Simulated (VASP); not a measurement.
Runs of VASP 6.6.1 on Mg. The structure is hexagonal, space group P6_3/mmc (No. 194). Conventional cell: a = 3.187 Å, b = 3.187 Å, c = 5.106 Å, α = 90.00°, β = 90.00°, γ = 120.00°. Mg (site symmetry -6m2) is surrounded by 12 Mg at 3.15 to 3.19 Å. 

| level | k mesh | cutoff (eV) | smearing | gap on the mesh (eV) | pressure (GPa) |
| --- | --- | --- | --- | --- | --- |
| PBEsol | 15 × 15 × 8 | 520 | gaussian 0.5 eV | none | (a) |
| PBEsol | 24 × 24 × 12 | 520 | gaussian 0.1 eV | none | 0.1 |
| PBEsol | 15 × 15 × 8 | 900 | gaussian 0.1 eV | none | 0.0 |
| PBEsol | 15 × 15 × 8 | 700 | gaussian 0.1 eV | none | 0.0 |
| r2SCAN | 15 × 15 × 8 | 520 | gaussian 0.1 eV | none | -0.1 |

Alike in all rows: task single point; potentials or basis VASP PAW PBE potentials, release 64 (Mg); no spin polarisation; cell as given.

Question: Estimate the missing entries.

Answer: (a) 0.2.

Caveats: the PAW data sets were made with another functional, which shifts forces and pressure a little.

A gap of «none» marks a metal or a gap under the smearing width.
